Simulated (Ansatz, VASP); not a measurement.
Given: the input of a run of Ansatz 0.2.0 on CsLi2.

File input.yaml:

```yaml
crystal:
  lattice:
    - [3.96633, 0.0, 0.0]
    - [-1.98317, 3.43495, 0.0]
    - [0.0, 0.0, 10.02838]
  atoms:
    - { symbol: Cs, position: [0.0, 0.0, 0.0] }
    - { symbol: Li, position: [0.33333, 0.66667, 0.34863] }
    - { symbol: Li, position: [0.33333, 0.66667, 0.65137] }
hamiltonian:
  xc: rpbe
  pseudopotentials: { kind: paw }
kpoints:
  mp_grid: { grid: [8, 8, 3] }
scf:
  occupations: { method: fermi_dirac, width: 0.05 }
output:
  forces: true
  stress: true
  eigenvalues: true
relax:
  f_tol: 0.01
  max_steps: 40
  cell: { stress_tol: 0.05 }
```

Potentials or basis: Ansatz PAW.

The run is started by

```sh
$ ansatz run input.yaml --threads 2 --pin off --max-ram 5632MiB --backend cpu --events-out ev --progress --plain --runs-dir out
```

Question: Set up the same calculation for VASP 6.6.1. Potentials there: VASP PAW PBE potentials, release 64 (Cs_sv, Li_sv).

Answer: As run (the cutoff follows the program's own potentials):

The input INCAR:

```
PREC = Accurate ; ENCUT = 600
EDIFF = 1E-7 ; ISMEAR = -1
SIGMA = 0.05 ; LREAL = False
LASPH = True ; NELM = 80
ALGO = Normal ; ISIF = 3
LWAVE = False ; LCHARG = False
GGA = RP ; IBRION = 2
NSW = 40 ; EDIFFG = -0.01
```

File KPOINTS:

```
regular mesh
0
Gamma
  8 8 3
```

The input POSCAR:

```
CsLi2
1.0
    3.9663300000      0.0000000000      0.0000000000
   -1.9831700000      3.4349500000      0.0000000000
    0.0000000000      0.0000000000     10.0283800000
Cs Li
1 2
Direct
    0.0000000000      0.0000000000      0.0000000000
    0.3333300000      0.6666700000      0.3486300000
    0.3333300000      0.6666700000      0.6513700000
```

Potentials or basis: VASP PAW PBE potentials, release 64 (Cs_sv, Li_sv).

Launch:

```bash
$ cat potpaw_PBE.64/Cs_sv/POTCAR potpaw_PBE.64/Li_sv/POTCAR > POTCAR
$ mpirun -np 1 vasp_std > vasp.out
```

Both were run:

|  | VASP | Ansatz | Ansatz less VASP |
| --- | --- | --- | --- |
| gap on the k mesh at the Fermi level, each at its own relaxed structure (eV) | none | none | - |
| relaxed volume (Å³/atom) | 50.44 | 50.66 | +0.220 |
| relaxed cell length with the largest relative difference (Å) | 4.148 | 4.156 | +0.0072 |
| energy change over the relaxation (meV/atom) | -6 | -7 | -0.9 |

A gap of «none» marks a metal or a gap that the smearing closes.

Caveats: the cutoff is under 1.25 times the usual one of these potentials, so pressure, stress and relaxed cells hold a basis-set (Pulay) error (VASP); the PAW data sets were made with another functional, which shifts forces and pressure a little (VASP); the plane-wave basis is chosen anew once the cell has moved, so the energies of steps on either side of that aren't comparable (Ansatz); the PAW data sets come from PBE, with cores solved anew for the run's functional, which leaves a small shift of forces and pressure (Ansatz). Spin-orbit coupling is left out, which matters for the levels of Cs.
